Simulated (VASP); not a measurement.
VASP ran on this input.

### POSCAR
```
NiC
1
    0.0000000000     2.3094010000     2.3094010000
    2.3094010000     0.0000000000     2.3094010000
    2.3094010000     2.3094010000     0.0000000000
Ni C
1 1
Direct
  0.0000000000   0.0000000000   0.0000000000
  0.2500000000   0.2500000000   0.2500000000
```

**INCAR**
```
SYSTEM  =  NiC
PREC  =  Accurate; ENCUT  =  520; LREAL  =  .FALSE.
LASPH  =  .TRUE.
EDIFF  =  1E-6; NELM  =  100; ALGO  =  Normal
LMAXMIX  =  4; LMIXTAU  =  .TRUE.
ISMEAR  =  1; SIGMA  =  0.1
METAGGA  =  R2SCAN
MAGMOM  =  2.0 0.0
ISPIN  =  2
IBRION  =  2; NSW  =  60; ISIF  =  3
EDIFFG  =  -0.01
LWAVE  =  .FALSE.; LCHARG  =  .FALSE.; LORBIT  =  10
```

KPOINTS:
```
Regular mesh
0
Gamma
12 12 12
0 0 0
```

POTCAR, in this order: Ni C (PBE.64 set). Program: vasp_std.

Problem. Write an equivalent input for Ansatz.

Solution. One equivalent input (not run):
Ansatz 0.2 input:
```yaml
crystal:
  lattice:
    - [0.0000000, 2.3094010, 2.3094010]
    - [2.3094010, 0.0000000, 2.3094010]
    - [2.3094010, 2.3094010, 0.0000000]
  atoms:
    - { symbol: Ni, position: [0.0000000, 0.0000000, 0.0000000], spin: 2 }
    - { symbol: C, position: [0.2500000, 0.2500000, 0.2500000] }
kpoints:
  mp_grid: { grid: [12, 12, 12] }
hamiltonian:
  xc: r2scan
  pseudopotentials: { kind: paw }
magnetization: { spin_polarized: true }
scf:
  occupations: { method: methfessel_paxton, width: 0.1 }
  max_iter: 100
relax:
  max_steps: 60
  f_tol: 0.01
  cell: {}
output: { forces: true, stress: true, eigenvalues: true }
```
The two are equivalent in intent, not identical: each code has its own PAW files, so the cut-off isn't converted (ENCUT is set for VASP's; basis.ecutwfc is left out, and Ansatz then takes the one that its files recommend); Ansatz stops its SCF on the density residual and VASP on the energy change (EDIFF).

The structure was generated: NiC was put into the zinc blende type (F-43m), which need not be its known phase. This run relaxes it. Symmetry was kept, so distortions that lower it aren't found.
